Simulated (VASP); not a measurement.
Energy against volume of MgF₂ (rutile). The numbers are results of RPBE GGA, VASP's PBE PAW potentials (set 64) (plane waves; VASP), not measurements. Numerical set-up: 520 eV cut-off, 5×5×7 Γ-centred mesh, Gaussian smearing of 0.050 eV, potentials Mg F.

Shape and ions are relaxed at each volume.

```
V (Å³/atom)  E (eV/atom)
-----------  -----------
11.098          -4.99366
11.452          -5.00387
11.807          -5.00757
12.161          -5.00580
```

Fit these four points and predict the energy of the run at 12.515 Å³/atom.

A cubic in V^(−2/3), the third-order Birch-Murnaghan form, passes through the four points with V0 = 11.86 Å³/atom and B0 = 80 GPa, and gives -4.9995 eV/atom there. The run gave -4.9994 eV/atom, +0.0 meV/atom from the fit; all five points give B0 = 81 GPa.

The compound is MgF2 in the rutile structure. It was relaxed first, which changed the volume by +9 %.
